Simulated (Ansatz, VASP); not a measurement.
# Cross-check of K2PH4O7 (K2PH4O7 (P2_1/c)) between VASP and Ansatz, part 2 of 2

Aim: how closely do two programs agree when they are given the same cell, functional and k mesh? The structure shown is the start of the Ansatz relaxation below; VASP solves that cell, so the two are compared at the walk's first step.

VASP 6.6.1 and Ansatz 0.2.0.

So far: Starting point; Ansatz: relaxation, PBEsol.

## Step 3: VASP: single point, PBEsol, start cell

Level of this step: PBEsol; plane waves and PAW (K_sv, H, P, O) (VASP).

The same cell, functional, mesh and smearing now go to VASP, with its own data sets.

Lines of VASP's logs that name or quote its potential files are left out, and so is its time.

INCAR

```
SYSTEM = K2PH4O7
PREC = Accurate
ENCUT = 520
EDIFF = 1E-06
NELM = 120
ISMEAR = -1
SIGMA = 0.01
LREAL = Auto
ALGO = Normal
GGA = PS
NBANDS = 184
LORBIT = 11
LWAVE = .FALSE.
LCHARG = .FALSE.
ISIF = 2
LASPH = .TRUE.
GGA_COMPAT = .FALSE.
EFERMI = MIDGAP
KPAR = 8
```

POSCAR

```
K2PH4O7
1.0
    6.1437460000      0.0000000000      0.0000000000
    0.0000000000      6.6499250000      0.0000000000
   -3.4167990000      0.0000000000     17.1262130000
K H P O
8 16 4 28
Direct
    0.3273119164      0.6975049719      0.0360300027
    0.3273119164      0.8024950281      0.5360300027
    0.6726880184      0.3024950281      0.9639700265
    0.6726880184      0.1975049719      0.4639700265
    0.0845200064      0.4635420324      0.3104480103
    0.0845200064      0.0364579676      0.8104480103
    0.9154799285      0.5364579676      0.6895520189
    0.9154799285      0.9635420324      0.1895520189
    0.9536829150      0.5892899920      0.8758060086
    0.9536829150      0.9107100080      0.3758060086
    0.0463170198      0.4107100080      0.1241940206
    0.0463170198      0.0892899920      0.6241940206
    0.7298499736      0.4689090102      0.1560820101
    0.7298499736      0.0310909898      0.6560820101
    0.2701499612      0.5310909898      0.8439180191
    0.2701499612      0.9689090102      0.3439180191
    0.4179689583      0.9066340222      0.2173580055
    0.4179689583      0.5933659778      0.7173580055
    0.5820309766      0.0933659778      0.7826420237
    0.5820309766      0.4066340222      0.2826420237
    0.1723389209      0.1352650218      0.0121150105
    0.1723389209      0.3647349782      0.5121150105
    0.8276610140      0.8647349782      0.9878850187
    0.8276610140      0.6352650218      0.4878850187
    0.4058709681      0.2083369737      0.1544440093
    0.4058709681      0.2916630263      0.6544440093
    0.5941289668      0.7916630263      0.8455560199
    0.5941289668      0.7083369737      0.3455560199
    0.0588800244      0.5014729865      0.9151470176
    0.0588800244      0.9985270135      0.4151470176
    0.9411199104      0.4985270135      0.0848530116
    0.9411199104      0.0014729865      0.5848530116
    0.6229799308      0.2991019823      0.2030700249
    0.6229799308      0.2008980177      0.7030700249
    0.3770200040      0.7008980176      0.7969300043
    0.3770200040      0.7991019824      0.2969300043
    0.3851089643      0.2457749899      0.0664220105
    0.3851089643      0.2542250101      0.5664220105
    0.6148909706      0.7542250101      0.9335780187
    0.6148909706      0.7457749899      0.4335780187
    0.4255719468      0.9649979887      0.1637280086
    0.4255719468      0.5350020113      0.6637280086
    0.5744279880      0.0350020113      0.8362720206
    0.5744279880      0.4649979887      0.3362720206
    0.2016049487      0.2790519818      0.1854840151
    0.2016049487      0.2209480182      0.6854840151
    0.7983949862      0.7209480182      0.8145160141
    0.7983949862      0.7790519818      0.3145160141
    0.8016049296      0.5900049625      0.1350100136
    0.8016049296      0.9099950375      0.6350100136
    0.1983950053      0.4099950375      0.8649900156
    0.1983950053      0.0900049625      0.3649900156
    0.0592290148      0.0544229822      0.9732670176
    0.0592290148      0.4455770178      0.4732670176
    0.9407709201      0.9455770178      0.0267330116
    0.9407709201      0.5544229822      0.5267330116
```

KPOINTS

```
Automatic mesh
0
Gamma
5 4 2
0 0 0
```

Potentials, in the order of the species: K_sv, H, P and O (PBE family, release 64).

Run with:

```bash
mpirun -np 8 vasp_std
```

Numbers of over 12 decimals in the logs are rounded to 6 here.

What it wrote:

```text
[banner, memory and clock lines left out]
running    8 mpi-ranks, on    1 nodes
[...]
|                                                                             |
|           W    W    AA    RRRRR   N    N  II  N    N   GGGG   !!!           |
|           W    W   A  A   R    R  NN   N  II  NN   N  G    G  !!!           |
|           W    W  A    A  R    R  N N  N  II  N N  N  G       !!!           |
|           W WW W  AAAAAA  RRRRR   N  N N  II  N  N N  G  GGG   !            |
|           WW  WW  A    A  R   R   N   NN  II  N   NN  G    G                |
|           W    W  A    A  R    R  N    N  II  N    N   GGGG   !!!           |
|                                                                             |
|     For optimal performance we recommend to set                             |
|       NCORE = 2 up to number-of-cores-per-socket                            |
|     NCORE specifies how many cores store one orbital (NPAR=cpu/NCORE).      |
|     This setting can greatly improve the performance of VASP for DFT.       |
[...]
|                                                                             |
|     You enforced a specific xc type in the INCAR file but a different       |
|     [... a line on the potential file left out ...]
|     I HOPE YOU KNOW WHAT YOU ARE DOING!                                     |
|                                                                             |

 LDA part: xc-table for (Slater+PW92), standard interpolation
 POSCAR, INCAR and KPOINTS ok, starting setup
[...]
entering main loop
       N       E                     dE             d eps       ncg     rms          rms(c)
DAV:   1     0.212194175995E+04    0.21219E+04   -0.13964E+05  6624   0.140E+03
DAV:   2    -0.142502757998E+03   -0.22644E+04   -0.21901E+04  8144   0.374E+02
DAV:   3    -0.330693072295E+03   -0.18819E+03   -0.18649E+03  8456   0.108E+02
DAV:   4    -0.340366651351E+03   -0.96736E+01   -0.96500E+01  9368   0.195E+01
[...]
DAV:  16    -0.313184163891E+03   -0.58125E-05   -0.55308E-06  7256   0.633E-03    0.229E-03
DAV:  17    -0.313184165372E+03   -0.14814E-05   -0.19031E-06  5472   0.369E-03    0.131E-03
DAV:  18    -0.313184165504E+03   -0.13178E-06   -0.20995E-07  5576   0.120E-03
   1 F= -.31318417E+03 E0= -.31318417E+03  d E =0.000000E+00
```

From OUTCAR (step 3):

```text
  Total       -8.1631336     -7.9512723     -8.3911623      0.0000000      0.0000000      1.6361314
  in kB      -18.6920161    -18.2068941    -19.2141583      0.0000000      0.0000000      3.7464283
  external PRESSURE =     -18.7043561 kB  Pullay stress =       0.0000000 kB

 POSITION                                       TOTAL-FORCE (eV/Angst)
 -----------------------------------------------------------------------------------
      1.88781      4.63836      0.61706        -0.042400     -0.011959      0.020122
      0.17941      5.33653      9.18016        -0.042400      0.011959      0.020122
      0.83913      2.01157     16.50916         0.042400      0.011959     -0.020122
      2.54753      1.31339      7.94605         0.042400     -0.011959     -0.020122
     -0.54147      3.08252      5.31680         0.024409      0.015106     -0.015368
     -2.24987      0.24244     13.87991         0.024409     -0.015106     -0.015368
      3.26842      3.56741     11.80941        -0.024409     -0.015106      0.015368
      4.97682      6.40748      3.24631        -0.024409      0.015106      0.015368
      2.86673      3.91873     14.99924        -0.136862      0.077000     -0.133390
      4.57513      6.05615      6.43613        -0.136862     -0.077000     -0.133390
     -0.13979      2.73119      2.12697         0.136862     -0.077000      0.133390
     -1.84819      0.59377     10.69008         0.136862      0.077000      0.133390
      3.95071      3.11821      2.67309        -0.135590     -0.111626      0.118055
      2.24231      0.20675     11.23620        -0.135590      0.111626      0.118055
[...]
-----------------------------------------------------------------------------------
    total drift:                                0.004989      0.000414     -0.004918

  FREE ENERGIE OF THE ION-ELECTRON SYSTEM (eV)
  ---------------------------------------------------
  free  energy   TOTEN  =      -313.1841655042 eV

  energy  without entropy=     -313.1841655042  energy(sigma->0) =     -313.18416550

[... 2 further parts left out ...]
```

The run ends at a pressure of -1.87 GPa, with forces up to 0.43 eV/Å.

## Step 4: Comparison

Known differences besides the potentials themselves: the cutoff is 420 eV in Ansatz and 520 eV in VASP (PREC = Accurate, projectors in real space); Ansatz makes its cores anew for this functional, VASP keeps those of its PBE data sets. Total energies have different zeros and are not compared.

Forces on 7 of the 56 atoms, those with the largest forces and the largest differences (eV/Å; atoms numbered as in POSCAR):

```
atom         Ansatz x, y, z           VASP x, y, z
 O30   0.452, 0.104, -0.291   0.354, 0.075, -0.136
 O31   -0.452, 0.104, 0.291   -0.354, 0.075, 0.136
 O32  -0.452, -0.104, 0.291  -0.354, -0.075, 0.136
 O53  -0.403, -0.288, 0.286  -0.324, -0.234, 0.145
 O54   -0.403, 0.288, 0.286   -0.324, 0.234, 0.145
 O55   0.403, 0.288, -0.286   0.324, 0.234, -0.145
 O56  0.403, -0.288, -0.286  0.324, -0.234, -0.145
```

The forces differ by 60 meV/Å r.m.s., which is 40.8 % of the r.m.s. force of 0.147 eV/Å (both taken over all components).

## Step 5: What came out

```json
{
  "r.m.s. force difference (single point, PBEsol, start cell)": "60 meV/Å"
}
```

What this shows: The r.m.s. force difference is 60 meV/Å (single point, PBEsol, start cell), beyond the 12 meV/Å picked in this series as the mark of a large difference. What causes the difference of the single point, PBEsol, start cell pair stays open here. Such differences can come from data sets, numerical settings and the points named under the comparisons, not from the functional's error against experiment.

[Lines on the potential files, build, host, timing and source positions are cut from VASP's logs without a mark.]

[Logs are printed without paths, hosts, clocks, repeated set-up lines and the standing remarks that a program may print on its own settings, such as how far it seeks lower states.]

[Hosts, paths, dates, database ids (printed as entryN), source tags and the programs' standing remarks are cut or masked in the printed files.]
